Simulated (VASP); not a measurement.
Crystal: WC.

```
W C
1.0
     2.90650    0.00000    0.00000
    -1.45325    2.51710    0.00000
     0.00000    0.00000    2.83660
W C
1 1
Direct
  0.00000 0.00000 0.00000
  0.66667 0.33333 0.50000
```

- Program: VASP 6.6.1
- Task: relaxation of cell and atoms
- Functional: PBE
- Potentials or basis: VASP PAW PBE potentials, release 64 (W_sv, C)
- Cutoff: 520 eV
- k mesh: 17 × 17 × 15
- Occupations: gaussian, width 0.1 eV
- Spin: no spin polarisation

At the start: pressure 6.7 GPa; volume 10.38 Å³/atom.

Q: Where does the relaxation end?

A: Over 6 steps the energy falls by 3.6 meV/atom and the volume is 10.55 Å³/atom (+1.7 %); space group P-6m2 (No. 187, to 0.05 Å).

The path:
| step | energy change (eV) | largest force (eV/Å) | pressure (GPa) | volume (Å³) |
| --- | --- | --- | --- | --- |
| 1 | 0.0000 | 0.0000 | 6.68 | 20.75 |
| 2 | 0.0432 | 0.0000 | -15.86 | 22.08 |
| 3 | -0.0072 | 0.0000 | -0.11 | 21.11 |
| 4 | -0.0072 | 0.0000 | 0.00 | 21.10 |
| 5 | -0.0072 | 0.0000 | 0.06 | 21.11 |
| 6 | -0.0072 | 0.0000 | 0.05 | 21.10 |

Final structure:
```
W C
1.0
     2.92441    0.00000    0.00000
    -1.46221    2.53262    0.00000
     0.00000    0.00000    2.84933
W C
1 1
Direct
  0.00000 0.00000 0.00000
  0.66667 0.33333 0.50000
```
